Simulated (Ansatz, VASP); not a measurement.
## Sn2TeS: VASP beside Ansatz

Aim: how closely do two programs agree when they are given the same cell, functional and k mesh? The cell is invented: As first built, before any earlier steps moved the atoms (in the runner's words): it takes the SnS structure with some of its atoms replaced by other elements, volume scaled by an estimate. It may not be a known or stable phase. The cell is taken from a series of VASP runs on this material, whose earlier steps may have relaxed, scaled or displaced it; both programs get it as it stands.

Program: Ansatz 0.2.0. Level of theory: plane waves, with VASP 6.6.1 beside it; single point at PBEsol with D3(BJ) and band structure at PBEsol with D3(BJ), spin-orbit coupling. Results are calculated unless marked as measured.

## 1. Starting point

Symmetry: P4/mmm, No. 123, tetragonal system. The conventional cell has a = 4.221 Å, b = 4.221 Å, c = 5.974 Å, α = 90.00°, β = 90.00°, γ = 90.00°. Te has 6 Sn at 2.98 to 2.99 Å nearest. Nearest to Sn lie 4 S at 2.98 Å and 2 Te at 2.99 Å. Nearest to Sn lie 4 Te at 2.98 Å and 2 S at 2.99 Å. S has 6 Sn at 2.98 to 2.99 Å nearest. As first built, before any earlier steps moved the atoms (in the runner's words): sites of the SnS structure (space group 225) filled with other elements, volume scaled by an estimate. Farther neighbours and most contacts between anions are not listed.

## 2. VASP: single point, PBEsol with D3(BJ)

With cell and atoms fixed, the geometry can't cause a difference; cores, projectors, grids and the points listed under the comparison can.

Lines of VASP's logs that name or quote its potential files are left out, and so is its time.

INCAR

```
SYSTEM = Sn2TeS
PREC = Accurate
ENCUT = 400
EDIFF = 1E-06
NELM = 100
ISMEAR = 0
SIGMA = 0.05
LREAL = .FALSE.
ALGO = Normal
GGA = PS
IVDW = 12
NBANDS = 26
LORBIT = 11
LWAVE = .FALSE.
LCHARG = .TRUE.
ISIF = 2
LELF = .TRUE.
LVHAR = .TRUE.
```

POSCAR

```
Sn2TeS
1.0
    4.2211749133      0.0000000000      0.0000000000
    0.0000000000      4.2211749133      0.0000000000
    0.0000000000      0.0000000000      5.9736767881
Te Sn S
1 2 1
Direct
    0.5000000000      0.5000000000      0.5000000000
    0.5000000000      0.5000000000      0.0000000000
    0.0000000000      0.0000000000      0.5000000000
    0.0000000000      0.0000000000      0.0000000000
```

KPOINTS

```
Automatic mesh
0
Gamma
5 5 4
0 0 0
```

The projector-augmented-wave data sets are Te, Sn_d and S (PBE family, release 64).

Run with:

```
$ mpirun -np 2 vasp_std
```

Numbers of over 12 decimals in the logs are rounded to 6 here.

What it wrote:

```text
[banner, memory and clock lines left out]
running    2 mpi-ranks, on    1 nodes
 distrk:  each k-point on    2 cores,    1 groups
 distr:  one band on    1 cores,    2 groups

 POSCAR found type information on POSCAR TeSnS
 POSCAR found :  3 types and       4 ions
|                                                                             |
|               ----> ADVICE to this user running VASP <----                  |
|                                                                             |
|     You enforced a specific xc type in the INCAR file but a different       |
|     [... a line on the potential file left out ...]
|     I HOPE YOU KNOW WHAT YOU ARE DOING!                                     |
|                                                                             |

 LDA part: xc-table for (Slater+PW92), standard interpolation
 POSCAR, INCAR and KPOINTS ok, starting setup
 FFT: planning ... GRIDC
 FFT: planning ... GRID_SOFT
 FFT: planning ... GRID
 WAVECAR not read
 entering main loop
       N       E                     dE             d eps       ncg     rms          rms(c)
DAV:   1     0.302430426975E+03    0.30243E+03   -0.16908E+04   960   0.164E+03
DAV:   2     0.206776397198E+02   -0.28175E+03   -0.27577E+03   976   0.410E+02
DAV:   3    -0.162264142210E+02   -0.36904E+02   -0.35908E+02  1148   0.142E+02
DAV:   4    -0.177236895031E+02   -0.14973E+01   -0.14849E+01  1100   0.300E+01
DAV:   5    -0.177726266334E+02   -0.48937E-01   -0.48750E-01  1358   0.549E+00    0.880E+00
DAV:   6    -0.174297911110E+02    0.34284E+00   -0.10352E+00  1266   0.615E+00    0.544E+00
DAV:   7    -0.174316266730E+02   -0.18356E-02   -0.20996E-01  1054   0.220E+00    0.202E+00
DAV:   8    -0.174292416987E+02    0.23850E-02   -0.19304E-02  1168   0.888E-01    0.240E-01
DAV:   9    -0.174290844523E+02    0.15725E-03   -0.28229E-03  1216   0.285E-01    0.135E-01
DAV:  10    -0.174291640254E+02   -0.79573E-04   -0.48153E-04  1128   0.118E-01    0.754E-02
DAV:  11    -0.174291777288E+02   -0.13703E-04   -0.81020E-05   978   0.462E-02    0.251E-02
DAV:  12    -0.174291773024E+02    0.42641E-06   -0.18620E-05   976   0.259E-02    0.103E-02
DAV:  13    -0.174291772825E+02    0.19956E-07   -0.25358E-06   820   0.127E-02
   1 F= -.18879811E+02 E0= -.18879188E+02  d E =-.124710E-02
```

From OUTCAR (step 2):

```text
ion  position               nearest neighbor table
   1  0.500  0.500  0.500-   3 2.98   3 2.98   3 2.98   3 2.98   2 2.99   2 2.99
   2  0.500  0.500  0.000-   4 2.98   4 2.98   4 2.98   4 2.98   1 2.99   1 2.99
   3  0.000  0.000  0.500-   1 2.98   1 2.98   1 2.98   1 2.98   4 2.99   4 2.99
   4  0.000  0.000  0.000-   2 2.98   2 2.98   2 2.98   2 2.98   3 2.99   3 2.99

  LATTYP: Found a simple tetragonal cell.
 ALAT       =     4.2211749133
 C/A-ratio  =     1.4151692149

 Subroutine GETGRP returns: Found 16 space group operations
 (whereof 16 operations were pure point group operations)

The static configuration has the point symmetry D_4h.

 Found     18 irreducible k-points:

   k-points           NKPTS =     18   k-points in BZ     NKDIM =     18   number of bands    NBANDS=     26

   dimension x,y,z NGX =    28 NGY =   28 NGZ =   40
   dimension x,y,z NGXF=    56 NGYF=   56 NGZF=   80

   ENCUT  =  400.0 eV  29.40 Ry    5.42 a.u.   6.88  6.88  9.74*2*pi/ulx,y,z

   NELECT =      40.0000    total number of electrons

 k-points in reciprocal lattice and weights: Automatic mesh
   0.00000000  0.00000000  0.00000000       0.010
   0.20000000  0.00000000  0.00000000       0.040
   0.40000000  0.00000000  0.00000000       0.040
   0.20000000  0.20000000  0.00000000       0.040
   0.40000000  0.20000000  0.00000000       0.080
   0.40000000  0.40000000  0.00000000       0.040
   0.00000000  0.00000000  0.25000000       0.020
   0.20000000  0.00000000  0.25000000       0.080
   0.40000000  0.00000000  0.25000000       0.080
[...]
0.40000000  0.20000000  0.50000000       0.080
   0.40000000  0.40000000  0.50000000       0.040

 average (electrostatic) potential at core
       1 -87.4455       2 -99.9945       3 -99.8574       4 -84.6687

 E-fermi :   7.1405

 k-point     1 :       0.0000    0.0000    0.0000
  band No.  band energies     occupation
    ...
     16       3.1589      2.00000
     17       3.1589      2.00000
     18       4.7468      2.00000
     19       4.7481      2.00000
     20       4.7481      2.00000
     21       9.4540      0.00000
     22      10.9739      0.00000
     23      11.1326      0.00000
     24      11.1326      0.00000
     25      12.4395      0.00000
    ...

 k-point     2 :       0.2000    0.0000    0.0000
  band No.  band energies     occupation
    ...
     16       3.4945      2.00000
     17       4.1074      2.00000
     18       4.3589      2.00000
     19       4.9756      2.00000
     20       5.9158      2.00000
     21       9.5379      0.00000
     22       9.7103      0.00000
     23      10.3659      0.00000
     24      10.5785      0.00000
     25      11.1923      0.00000
    ...

 k-point     3 :       0.4000    0.0000    0.0000
  band No.  band energies     occupation
    ...
     16       3.3745      2.00000
     17       4.3589      2.00000
     18       5.2339      2.00000
     19       5.4723      2.00000
     20       7.0439      1.99370
     21       7.9008      0.00000
     22       8.2920      0.00000
     23       9.3277      0.00000
     24       9.3416      0.00000
     25      10.3182      0.00000
    ...

 Edisp (eV)   -1.45063

  Total      -0.00249    -0.00249    -0.01687     0.00000     0.00000     0.00000
  in kB      -0.03743    -0.03743    -0.25394     0.00000     0.00000     0.00000
  external pressure =       -0.11 kB  Pullay stress =        0.00 kB

  energy-cutoff  :      400.00
  volume of cell :      106.44
      direct lattice vectors                 reciprocal lattice vectors
     4.221174913  0.000000000  0.000000000     0.236900868  0.000000000  0.000000000
     0.000000000  4.221174913  0.000000000     0.000000000  0.236900868  0.000000000
     0.000000000  0.000000000  5.973676788     0.000000000  0.000000000  0.167401089

 POSITION                                       TOTAL-FORCE (eV/Angst)
 -----------------------------------------------------------------------------------
      2.11059      2.11059      2.98684         0.000000      0.000000      0.000000
      2.11059      2.11059      0.00000         0.000000      0.000000      0.000000
      0.00000      0.00000      2.98684         0.000000      0.000000      0.000000
      0.00000      0.00000      0.00000         0.000000      0.000000      0.000000
 -----------------------------------------------------------------------------------
    total drift:                                0.000000      0.000000      0.000000

  FREE ENERGIE OF THE ION-ELECTRON SYSTEM (eV)
  ---------------------------------------------------
  free  energy   TOTEN  =       -18.8798112304 eV

  energy  without entropy=      -18.8785641320  energy(sigma->0) =      -18.87918768

 total charge
# of ion       s       p       d       tot
------------------------------------------
    1        1.390   2.006   0.051   3.448
    2        1.371   0.696   9.995  12.061
    3        1.362   0.795  10.007  12.164
    4        1.360   2.244   0.000   3.604
--------------------------------------------------
tot          5.483   5.741  20.053  31.277

[... 3 further parts left out ...]
```

The run ends at a pressure of -0.01 GPa.

## 3. Ansatz: single point, PBEsol with D3(BJ)

Ansatz runs on its default PAW (the set named soft_2) files.

The same cell, functional, mesh and smearing now go to Ansatz, which takes its cutoff from its data sets.

input.yaml

```yaml
crystal:
  lattice:
    - [4.2211749133, 0.0, 0.0]
    - [0.0, 4.2211749133, 0.0]
    - [0.0, 0.0, 5.9736767881]
  atoms:
    - { symbol: Te, position: [0.5, 0.5, 0.5] }
    - { symbol: Sn, position: [0.5, 0.5, 0.0] }
    - { symbol: Sn, position: [0.0, 0.0, 0.5] }
    - { symbol: S, position: [0.0, 0.0, 0.0] }
hamiltonian:
  xc: pbesol
  pseudopotentials: { kind: paw }
  dispersion: d3bj
kpoints:
  mp_grid: { grid: [5, 5, 4] }
scf:
  occupations: { method: gaussian, width: 0.05 }
  n_extra_bands: 5
output:
  forces: true
  stress: true
  eigenvalues: true
```

Run with:

```
$ ansatz run input.yaml --threads 2 --pin off --max-ram 4608MiB --backend cpu --events-out ev --progress --plain --runs-dir out
```

What it wrote:

```text
scf.n_extra_bands = 5 over 25 filled bands (N_el = 50.0): the run solves 30 bands
Engine: ansatz 0.2.0, aarch64-unknown-linux-gnu
Pseudopotentials: kind: paw
Pseudopotential: Te, paw, valence charge 16, recommended cutoff 420 eV (normal), Te.paw.azcp
Pseudopotential: Sn, paw, valence charge 14, recommended cutoff 420 eV (normal), Sn.paw.azcp
Pseudopotential: S, paw, valence charge 6, recommended cutoff 420 eV (normal), S.paw.azcp
Functional definition: PBEsol
  exchange = pbesol_x
  correlation = pbesol_c
Crystal: 4 atoms, lattice volume = 106.441 Å³
Basis set: ecut = 420 eV, 2071 PW (Γ), exchange–correlation on 60×60×80 points (8 copies of the dense FFT grid, shifted against one another)
Bands: 30, of which v1, the nominal top of the filled ones, is band 25 counted from 1 (24 counted from 0)
Symmetry: 16 space group operations
Space group: P4/mmm (ITA 123), of the structure as read, at distance tolerance 4.7e-5 Å
k-points: 18 of 100
Non-local potential: Te, projectors of the file, l = 0: 2, l = 1: 2, l = 2: 2, l = 3: 2
Non-local potential: Sn, projectors of the file, l = 0: 2, l = 1: 2, l = 2: 2, l = 3: 2
Non-local potential: S, projectors of the file, l = 0: 2, l = 1: 2, l = 2: 2
PAW form: soft (Blöchl's): semilocal exchange-correlation on the pseudo side does not see the compensation charge
PAW frozen core: Te, regenerated for the run's functional, and the local potential with it (the file was generated under x = pbe(κ = 0.804, μ = 0.219515), c = pbe(β = 0.066725))
PAW frozen core: Sn, regenerated for the run's functional, and the local potential with it (the file was generated under x = pbe(κ = 0.804, μ = 0.219515), c = pbe(β = 0.066725))
PAW frozen core: S, regenerated for the run's functional, and the local potential with it (the file was generated under x = pbe(κ = 0.804, μ = 0.219515), c = pbe(β = 0.066725))
PAW one-centre angular grid: Te, 590 points (default); XC on 64 Gauss nodes
PAW one-centre angular grid: Sn, 590 points (default); XC on 64 Gauss nodes
PAW one-centre angular grid: S, 110 points (default); XC on 64 Gauss nodes
Initial density: superposition of atomic densities (neutral atoms: chi_scale 0, normalization atom), corrected by the library's trained network
Initial wavefunctions: pseudopotential atomic-orbital guess
Functional: x = pbesol(κ = 0.804, μ = 0.123457), c = pbesol(β = 0.046)
SCF iter   1: F=—  HF=-19688.455957 eV  |F-HF|=—  |Δ(HF+E_count)|=         —  Δρ=4.60e-3  dr2=4.80e-2  ethr=1.77e-3  ⟨swp⟩=7.7  Hψ=2503  notcnv=0
preconditioner: auto → Resta (q_TF=auto, 2.405 Å⁻¹)  ε∞=3.0  [insulator: Δε(μ)=0.131 eV  Ē_g=16.170 eV  σ=0.050 eV  W_gap=0.93  n_scr=28 (ndim 8)  ℏωp=22.8 eV  f_vac=0.000  D(μ)=0.51/eV (n_scr^D=0)  ε∞_Penn≈3.0]
SCF iter   2: F=—  HF=-19688.443850 eV  |F-HF|=—  |Δ(HF+E_count)|=   1.21e-2  Δρ=2.34e-3  dr2=1.28e-2  ethr=9.59e-5  ⟨swp⟩=1.9  Hψ=730  notcnv=0  defer=9
SCF iter   3: F=—  HF=-19688.440828 eV  |F-HF|=—  |Δ(HF+E_count)|=   3.02e-3  Δρ=5.03e-4  dr2=2.34e-4  ethr=2.57e-5  ⟨swp⟩=2.7  Hψ=910  notcnv=0  defer=9
SCF iter   4: F=—  HF=-19688.440673 eV  |F-HF|=—  |Δ(HF+E_count)|=   1.55e-4  Δρ=1.64e-4  dr2=3.77e-5  ethr=4.68e-7  ⟨swp⟩=2.0  Hψ=973  notcnv=0  defer=9
SCF iter   5: F=—  HF=-19688.440719 eV  |F-HF|=—  |Δ(HF+E_count)|=   4.63e-5  Δρ=3.46e-5  dr2=1.47e-6  ethr=7.54e-8  ⟨swp⟩=2.1  Hψ=969  notcnv=0  defer=9
SCF iter   6: F=-19688.440719 eV  HF=-19688.440719 eV  |F-HF|=6.86e-9  |Δ(HF+E_count)|=   3.35e-7  Δρ=5.01e-6  dr2=2.39e-8  ethr=2.00e-10  ⟨swp⟩=8.8  Hψ=3075  notcnv=0
SCF 1 converged in 6 iterations: F = -19688.440719 eV  dr2 = 2.39e-8
  greatest PAW one-centre occupation: 0.998 electrons in one spin orbital (limit 2), on the Te atom at site 0 (counted from 0), in its partial waves of l = 2
SCF converged after 6 iterations
Free energy (F): -19688.440719 eV
Harris-Foulkes:  -19688.440719 eV  (|F-HF|=6.86e-9)
Internal energy: -19688.439569 eV  (E = F + TS)
E sigma→0 (E₀):  -19688.440144 eV
Entropy (-TS):   -0.001150 eV (-0.287 meV/atom)
Fermi energy:    9.680429 eV
--- Per-component energies (eV) ---
  E_band       = -434.542679
  E_kinetic    = 660.038146
  E_local      = -3285.779951  (includes V_loc(G=0)·N_el)
  E_nonlocal   = -340.814129
  E_hartree    = 2001.894210
  E_xc         = -980.549234
  E_vxc        = -387.982728  (∫ρ·V_xc dr)
  E_paw        = -13292.470246  (= ΣΔE_a)
  E_vpaw       = -1083.795075  (= ΣTr[D̂ρ^β])
  E_aug_tail   = -0.000197  (compensation charges beyond the density's cutoff)
  E_ewald      = -4450.313552
  E_disp       = -1.451061  (pairwise vdW)
  E_core_change = 1.006444  (= ΣΔE_core)
  E_smearing   = -0.001150  (= −TS)
  E_closure    = 0.000000  (closes the sum)
  Σ components = -19688.440719   (vs F -19688.440719, Δ=0.00e0)
--- Forces (eV/Å), atoms counted from 1 ---
  atom   1  Te     0.00000000     0.00000000     0.00000000
  atom   2  Sn     0.00000000     0.00000000     0.00000000
  atom   3  Sn    -0.00000000     0.00000000     0.00000000
  atom   4  S     -0.00000000     0.00000000     0.00000000
  max |Σ_I F_I| component: 7.10e-30 eV/Å
--- Stress (GPa, compression-positive) ---
       -0.016452       0.000000       0.000000
        0.000000      -0.016452       0.000000
        0.000000       0.000000      -0.041361
  P = ⅓ Tr σ = -0.0248 GPa (-0.248 kbar)
--- Band table (eV; the first three rows and the last of 18) ---
  k-point 0: bands = [... 21 lower, 5.7020, 7.2884, 7.2894, 7.2894, 11.9998, 13.5178, 13.6763, 13.6763, ... 1 higher]
  k-point 1: bands = [... 21 lower, 5.8938, 7.0062, 7.0062, 8.5123, 11.6185, 12.2058, 13.5150, 13.5150, ... 1 higher]
  k-point 2: bands = [... 21 lower, 6.4507, 6.4507, 7.5192, 7.9617, 11.6802, 12.1908, 12.5894, 13.3682, ... 1 higher]
  k-point 17: bands = [... 21 lower, 5.1919, 5.5495, 8.3007, 9.2746, 10.7009, 10.9498, 13.0163, 13.2558, ... 1 higher]
```

The job ended after 3.4 s (2 threads of Arm Neoverse N1, shared host; peak memory 0.38 GiB; 6.3 s of CPU time).

In the SCF lines HF is the Harris–Foulkes energy and dr2 the Hartree energy of the density residual, in eV; the loop may stop once dr2 is under the threshold and the program's other checks hold. Hψ counts applications of the Hamiltonian.

The run ends at a pressure of -0.02 GPa.

## 4. Differences

Known differences besides the potentials themselves: the data sets hold 50 valence electrons in Ansatz (default PAW (the set named soft_2) files) and 40 in VASP; the cutoff is 420 eV in Ansatz and 400 eV in VASP; Ansatz makes its cores anew for this functional, VASP keeps those of its PBE data sets; VASP leaves aspherical gradient terms in its spheres out (LASPH is not set), Ansatz keeps them. Total energies have different zeros and are not compared.

Compared:

```tsv
quantity	Ansatz	VASP	difference
pressure (GPa)	-0.02	-0.01	-0.01
gap on the k mesh (eV)	0.101	0.097	+0.004
```

A gap on the mesh is an upper bound, since the band edges may lie between its points. Ansatz's pressure holds a Pulay correction of 0.03 GPa; VASP's holds none.

## 5. Ansatz: band structure, PBEsol with D3(BJ), spin-orbit coupling

A single point gives forces, pressure and levels at one fixed geometry, so differences don't come from the geometry; what else differs is listed under the comparison.

The cell is taken from a series of VASP runs on this material, whose earlier steps may have relaxed, scaled or displaced it; both programs get it as it stands.

input.yaml, the sections that differ from step 3:

```yaml
hamiltonian:
  xc: pbesol
  pseudopotentials: { kind: paw_fr }
  dispersion: d3bj
magnetization:
  noncollinear: true
  spin_orbit: true
kpoints:
  mp_grid: { grid: [4, 4, 3] }
  band_path:
    path:
      - [0.0, 0.0, 0.0]
      - [0.0, 0.13333, 0.0]
      - [0.0, 0.3, 0.0]
      - [0.0, 0.46667, 0.0]
      - [0.1, 0.5, 0.0]
      - [0.26667, 0.5, 0.0]
      - [0.43333, 0.5, 0.0]
      - [0.43333, 0.43333, 0.0]
      - [0.26667, 0.26667, 0.0]
      - [0.1, 0.1, 0.0]
      - [0.0, 0.0, 0.03333]
      - [0.0, 0.0, 0.2]
      - [0.0, 0.0, 0.36667]
      - [0.0, 0.0, 0.5]
      - [0.0, 0.16667, 0.5]
      - [0.0, 0.3, 0.5]
      - [0.0, 0.46667, 0.5]
      - [0.1, 0.5, 0.5]
      - [0.26667, 0.5, 0.5]
      - [0.43333, 0.5, 0.5]
      - [0.43333, 0.43333, 0.5]
      - [0.26667, 0.26667, 0.5]
      - [0.1, 0.1, 0.5]
      - [0.0, 0.5, 0.03333]
      - [0.0, 0.5, 0.2]
      - [0.0, 0.5, 0.36667]
      - [0.5, 0.5, 0.0]
      - [0.5, 0.5, 0.16667]
      - [0.5, 0.5, 0.33333]
      - [0.5, 0.5, 0.5]
    npoints: 1
scf:
  occupations: { method: gaussian, width: 0.05 }
  n_extra_bands: 16
# crystal, output: as in step 3
```

What it wrote:

```text
[...]
non-collinear run that drives no moment, with spin-orbit: no starting moment large enough to seed its density (crystal.atoms[].spin), no starting occupations that ask for one, no magnetisation constraint and no magnetic field, so the semilocal B_xc is pinned to zero
Crystal: 4 atoms, lattice volume = 106.441 Å³
[...]
k-point 1: bands = [... 46 lower, 6.9640, 6.9640, 8.8394, 8.8394, 11.0293, 11.0293, 12.2879, 12.2879, ... 12 higher]
  k-point 2: bands = [... 46 lower, 7.6132, 7.6132, 8.8221, 8.8221, 11.4254, 11.4254, 11.8579, 11.8579, ... 12 higher]
  k-point 11: bands = [... 46 lower, 7.5066, 7.5066, 8.0716, 8.0716, 11.7122, 11.7122, 12.6319, 12.6319, ... 12 higher]
[key lines of the parts left out:]
SCF converged after 8 iterations
Magnetization: |M| = 0.0000 μB,  M = (+0.0000, +0.0000, +0.0000) μB
Free energy (F): -19695.365006 eV
Fermi energy:    9.718006 eV
P = ⅓ Tr σ = -0.3734 GPa (-3.734 kbar)
```

Wall time 47 s (2 threads); peak memory 0.68 GiB; 92 s of CPU time.

[end of part 1 of 2]

[Lines on the potential files, build, host, timing and source positions are cut from VASP's logs without a mark.]

[Logs are printed without paths, hosts, clocks, repeated set-up lines and the standing remarks that a program may print on its own settings, such as how far it seeks lower states.]

[Hosts, paths, dates, database ids (printed as entryN), source tags and the programs' standing remarks are cut or masked in the printed files.]
